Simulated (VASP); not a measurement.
```
CdO
1.0
    0.00000     2.20580     2.20580
    2.20580     0.00000     2.20580
    2.20580     2.20580     0.00000
Cd O
1 1
Direct
  0.00000   0.00000   0.00000
  0.50000   0.50000   0.50000
```

Computed with PBEsol GGA, VASP's PBE PAW potentials (set 64) (plane waves; VASP). Settings: 620 eV cut-off, 14×14×14 Γ-centred mesh, first-order Methfessel-Paxton smearing of 0.10 eV, potentials Cd O.

Task: Estimate the energy per atom (σ→0), pressure, band gap (on the k-mesh) with the smallest direct gap where there is one.

Result: 
The band gap (on the k-mesh) comes out as none (metal, semimetal or under 0.01 eV) and the energy per atom (σ→0) is -3.982 eV/atom. The pressure is 44.93 GPa.

Total energies compare only between runs with the same potentials, cut-off and functional.

The compound is CdO in the rock salt structure. It was relaxed first under an external pressure of 45 GPa.
